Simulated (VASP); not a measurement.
# Ta₁₂CNH: molecular dynamics with a thermostat, by thermostat

Ta₁₂CNH, slab, 15 atoms in the cell. PBE, molecular dynamics; PAW potentials Ta, C, N, H (PBE set).

| Thermostat | Mean temperature (K) | Rise of the mean potential energy above the start (meV/atom) | Electronic steps per ionic step after the first | Time (s) |
|---|---|---|---|---|
| friction on the slab alone, molecule free | 485 | 13.4 | 4.1 | 451 |
| friction on all atoms | 385 | 6.9 | 4.5 | 464 |
| friction on the molecule alone | 259 | 7.2 | 4.6 | 643 |
| Nose-Hoover on all atoms | 497 | 17.8 | 5.5 | 808 |
| none (NVE) | 363 | 13.3 | 5.5 | 648 |

Limits: 61 fs of 15 atoms are too short for converged averages; the cell is only 5.4 Å across, so each atom moves in step with near copies of itself.

## Input of the first row

INCAR:
```
GGA = PE ; PREC = Normal
ENCUT = 400 ; EDIFF = 1E-5
NELMIN = 4 ; NELM = 60
ALGO = Fast ; LREAL = Auto
LASPH = True ; ISMEAR = -1
SIGMA = 0.05 ; ISYM = 0
LWAVE = False ; LCHARG = False
IBRION = 0 ; NSW = 122
POTIM = 0.5 ; TEBEG = 500
TEEND = 500 ; ISIF = 0
RANDOM_SEED = 896127 0 0 ; MDALGO = 3
LANGEVIN_GAMMA = 20 0 0 0 ; KPAR = 2
NCORE = 2
```

KPOINTS:
```
k-points
0
Monkhorst-Pack
  2 2 1
```

POSCAR:
```
Ta12HCN
1.0
    5.7202017150      0.0000000000      0.0000000000
   -1.9067339050      5.3930578966      0.0000000000
    0.0000000000      0.0000000000     24.8861251426
Ta C N H
12 1 1 1
Selective dynamics
Direct
    0.2500000000      0.2500000000      0.3214642679  F F F
    0.2500000000      0.7500000000      0.3214642679  F F F
    0.7500000000      0.2500000000      0.3214642679  F F F
    0.7500000000      0.7500000000      0.3214642679  F F F
    0.5000000000      0.5000000000      0.4153022020  T T T
    0.5000000000      0.0000000000      0.4153022020  T T T
    0.0000000000      0.5000000000      0.4153022020  T T T
    0.0000000000      0.0000000000      0.4153022020  T T T
    0.7500000000      0.7500000000      0.5091401361  T T T
    0.7500000000      0.2500000000      0.5091401361  T T T
    0.2500000000      0.7500000000      0.5091401361  T T T
    0.2500000000      0.2500000000      0.5091401361  T T T
    0.2500000000      0.2500000000      0.6729703820  T T T
    0.2500000000      0.2500000000      0.6264745939  T T T
    0.2500000000      0.2500000000      0.7155041229  T T T
```

Commands:
```
cat potpaw_PBE.64/Ta/POTCAR potpaw_PBE.64/C/POTCAR potpaw_PBE.64/N/POTCAR potpaw_PBE.64/H/POTCAR > POTCAR
mpirun -np 4 vasp_std > vasp.out
```

Changes of the last row against the first:
```
- MDALGO = 3
- LANGEVIN_GAMMA = 20 0 0 0
+ MDALGO = 1
+ ANDERSEN_PROB = 0.0
```

VASP 6.6.1 took 451 s on 4 cores (Intel Xeon Platinum 8488C (Sapphire Rapids)), a shared host.
